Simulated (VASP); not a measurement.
Given:

```xyz
4
Lattice="2.0177 -5.6511 0.0000 2.0177 5.6511 0.0000 0.0000 0.0000 4.0404" Properties=species:S:1:pos:R:3 pbc="T T T"
Sn     2.0177    -4.2643     3.0303
Sn     2.0177     4.2643     1.0101
S      2.0177    -1.6757     3.0303
S      2.0177     1.6757     1.0101
```

Method: PBEsol GGA, VASP's PBE PAW potentials (set 64) (plane waves; VASP). Numerical set-up: 400 eV cut-off, Gaussian smearing of 0.050 eV, potentials Sn_d S.

Unless said otherwise, spin-orbit coupling is left out, though it shifts the bands of the heavy elements here.

### Question
Give the energies of bands 13 to 23 at the high-symmetry points, in eV from the valence-band maximum.

### Answer

| band | Γ | Y | C0 | Z | A0 | T | S | R |
|---|---|---|---|---|---|---|---|---|
| 13 | -6.20 | -7.52 | -8.77 | -7.58 | -6.80 | -8.28 | -8.54 | -6.70 |
| 14 | -6.03 | -4.94 | -7.13 | -7.58 | -6.80 | -8.28 | -7.49 | -6.70 |
| 15 | -4.93 | -4.12 | -3.81 | -4.15 | -5.89 | -2.47 | -3.32 | -5.65 |
| 16 | -4.12 | -3.73 | -2.47 | -4.15 | -5.89 | -2.47 | -3.26 | -5.65 |
| 17 | -3.73 | -2.85 | -2.33 | -2.34 | -3.86 | -2.25 | -2.48 | -4.49 |
| 18 | -2.86 | -2.32 | -2.31 | -2.34 | -3.86 | -2.25 | -2.27 | -4.49 |
| 19 | -2.30 | -2.31 | -1.56 | -0.50 | -2.26 | -1.31 | -1.03 | -2.19 |
| 20 | -0.87 | -0.89 | 0.00 | -0.50 | -2.26 | -1.31 | -0.20 | -2.19 |
| 21 | 3.21 | 0.05 | 0.90 | 0.80 | 2.30 | 1.81 | 1.10 | 2.29 |
| 22 | 3.89 | 3.34 | 1.00 | 0.80 | 2.30 | 1.81 | 1.18 | 2.29 |
| 23 | 3.99 | 3.49 | 1.84 | 1.62 | 4.51 | 2.21 | 1.26 | 4.61 |

The gap is indirect, 0.05 eV, from the valence maximum at C0 to the conduction minimum at Y.

The structure comes from a computed database's SnS entry (Cmcm); how it stands against other phases isn't given here. It was relaxed first, which changed the volume by -7 %.
